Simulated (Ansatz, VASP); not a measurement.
# NaTi3Bi2 in VASP and in Ansatz

```xyz
6
Lattice="5.9874 0.0000 0.0000 -2.9937 5.1853 0.0000 0.0000 0.0000 4.6884" Properties=species:S:1:pos:R:3 pbc="T T T"
Na    0.0000    0.0000    0.0000
Ti    2.9937    0.0000    2.3442
Ti    1.4969    2.5926    2.3442
Ti   -1.4969    2.5926    2.3442
Bi    0.0000    3.4568    0.0000
Bi    2.9937    1.7284    0.0000
```

Alike in both runs: functional PBE; k mesh 3 × 3 × 4; occupations gaussian, width 0.1 eV; no spin polarisation.

Ansatz relaxed the structure, and its values are those at the end. VASP's run is a single point on that final structure, the one shown.

|  | VASP | Ansatz |
| --- | --- | --- |
| version | VASP 6.6.1 | Ansatz 0.2.0 |
| potentials or method | VASP PAW PBE potentials, release 64 (Na_pv, Ti_sv, Bi_d) | scalar-relativistic, plane waves, PAW |
| plane-wave cutoff (eV) | 520 | 420 |
| valence electrons in the cell | 73 | 75 |

```csv
,VASP,Ansatz,Ansatz less VASP
gap on the k mesh at the Fermi level (eV),none,none,-
pressure (GPa),0.0,0.0,+0.04
```

A gap of «none» marks a metal or a gap that the smearing closes. The functional is the same, so the differences come from potentials, cutoffs and numerics. The two sets of potentials don't hold the same shells in valence.

Caveats: the k mesh is coarse (spacing up to 0.40 Å⁻¹), so the values aren't converged; spin-orbit coupling is left out, which moves the levels of the heavy elements.
